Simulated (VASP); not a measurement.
A VASP calculation is set up with these files.

KPOINTS:
```
Automatic mesh
0
Gamma
5 5 5
0 0 0
```

### INCAR
```
SYSTEM = CdTe
PREC = Accurate
ENCUT = 400
EDIFF = 1E-6
NELM = 100
ALGO = Normal
LREAL = .FALSE.
LASPH = .TRUE.
ISMEAR = 0
SIGMA = 0.05
GGA = PE
LMAXMIX = 4
LWAVE = .FALSE.
LCHARG = .FALSE.
ISIF = 2
ICHARG = 11
```

File POSCAR:
```
CdTe
1
    0.0000000000     3.2400000000     3.2400000000
    3.2400000000     0.0000000000     3.2400000000
    3.2400000000     3.2400000000     0.0000000000
Cd Te
1 1
Direct
  0.0000000000   0.0000000000   0.0000000000
  0.2500000000   0.2500000000   0.2500000000
```

POTCAR, in this order: Cd Te (PBE.64 set). Program: vasp_std.

Q: What happens when VASP runs on this input?

A: There is a fault: ICHARG = 11 asks for a fixed density, but there is no CHGCAR. VASP stops with an error: ERROR: charge density could not be read from file CHGCAR for ICHARG>10 ----> I REFUSE TO CONTINUE WITH THIS SICK JOB ... BYE!!! <----

**standard output**
```
 POSCAR found type information on POSCAR CdTe
 POSCAR found :  2 types and       2 ions
 Reading from existing POTCAR
 Reading from existing POTCAR
 LDA part: xc-table for (Slater+PW92), standard interpolation
 WARNING: stress and forces are not correct
 POSCAR, INCAR and KPOINTS ok, starting setup
 WAVECAR not read
 WARNING: CHGCAR is incomplete

 -----------------------------------------------------------------------------
|                                                                             |
|     EEEEEEE  RRRRRR   RRRRRR   OOOOOOO  RRRRRR      ###     ###     ###     |
|     E        R     R  R     R  O     O  R     R     ###     ###     ###     |
|     E        R     R  R     R  O     O  R     R     ###     ###     ###     |
|     EEEEE    RRRRRR   RRRRRR   O     O  RRRRRR       #       #       #      |
|     E        R   R    R   R    O     O  R   R                               |
|     E        R    R   R    R   O     O  R    R      ###     ###     ###     |
|     EEEEEEE  R     R  R     R  OOOOOOO  R     R     ###     ###     ###     |
|                                                                             |
|     ICHARG>10                                                               |
|                                                                             |
|       ---->  I REFUSE TO CONTINUE WITH THIS SICK JOB ... BYE!!! <----       |
|                                                                             |
 -----------------------------------------------------------------------------
```

To mend it, run self-consistently first and keep its CHGCAR, or remove ICHARG. The plain static run on this cell (PBE GGA, plane waves, VASP's PBE PAW potentials (set 64)) converges, and its OSZICAR ends with
```
   1 F= -.47546915E+01 E0= -.47546915E+01  d E =-.161803E-12
```

The compound is CdTe in the zinc blende structure. The cell was not relaxed at this level.
